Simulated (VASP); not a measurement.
```
CELL_PARAMETERS angstrom
      0.00000     3.33000     3.33000
      3.33000     0.00000     3.33000
      3.33000     3.33000     0.00000
ATOMIC_POSITIONS crystal
  Sr 0.00000 0.00000 0.00000
  Te 0.50000 0.50000 0.50000
```

The base run (VASP): PBE GGA, plane waves, VASP's PBE PAW potentials (set 64). Run with 400 eV cut-off, 6×6×6 Γ-centred mesh, Gaussian smearing of 0.050 eV, potentials Sr_sv Te.

The base run took about 10 core-seconds. Times come from single runs on busy shared machines, so they are rough: good to a factor of about 2.

Pressures at a finite cut-off, here 400 eV, hold a Pulay part, which wasn't tested here.

```
setting                                                                         cost over the base run  electronic steps  pressure (GPa)
------------------------------------------------------------------------------  ----------------------  ----------------  --------------
GGA = RE                                                                          within a factor of 2                13            2.04
GGA = 91                                                                          within a factor of 2                12            0.90
IVDW = 11                                                                         within a factor of 2                12            0.05
base run                                                                                     reference                12            0.98
GGA = AM                                                                          within a factor of 2                13           -0.19
AGGAC = 0.0, GGA = BO, LUSE_VDW = .TRUE., PARAM1 = 0.1833333333, PARAM2 = 0.22           about 3 times                12            0.32
GGA removed, LMIXTAU = .TRUE., METAGGA = SCAN                                            about 7 times                22            0.71
```

Left out are runs that failed, have no time on record or changed the cell.

The compound is SrTe in the rock salt structure. The cell was not relaxed at this level.
